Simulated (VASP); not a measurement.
Given:

```
CELL_PARAMETERS angstrom
      0.00000     2.58464     2.58464
      2.58464     0.00000     2.58464
      2.58464     2.58464     0.00000
ATOMIC_POSITIONS crystal
  Sr 0.00000 0.00000 0.00000
  O  0.50000 0.50000 0.50000
```

Calculation: r2SCAN meta-GGA, VASP's PBE PAW potentials (set 64) (plane waves; VASP). Settings: 600 eV cut-off, 8×8×8 Γ-centred mesh, Gaussian smearing of 0.050 eV, potentials Sr_sv O.

Stress in GPa, positive for a compressed cell; the cube axes lie along x, y and z, and the ions stay on their sites.

| strain | σxx | σyy | σzz |
|---|---|---|---|
| none | -0.08 | -0.08 | -0.08 |
| εxx = +1.0 %, εyy = +1.0 %, εzz = +1.0 % | -2.69 | -2.69 | -2.69 |
| εxx = +0.5 %, εyy = +0.5 %, εzz = +0.5 % | -1.43 | -1.43 | -1.43 |
| εxx = +0.5 %, εzz = +0.5 % | -1.20 | -0.55 | -1.20 |
| εxx = -1.0 %, εyy = -1.0 %, εzz = -1.0 % | 2.94 | 2.94 | 2.94 |

Q: Fit C11 and C12 to these rows, and predict the stress for εyy = +2.0 %.

A: Least squares on Δσ_i = −C11 ε_i − C12 (ε_j + ε_k) over all components shown gives C11 = 180 GPa and C12 = 50 GPa, and so σxx, σyy, σzz = -1.08, -3.68, -1.08 GPa. The run gave -0.99, -3.32, -0.99 GPa; the difference holds the non-linear terms and numerical noise.

Left out are shears, moved atoms, failed runs and, from the fit, strains over 2.5 %.

The compound is SrO in the rock salt structure.
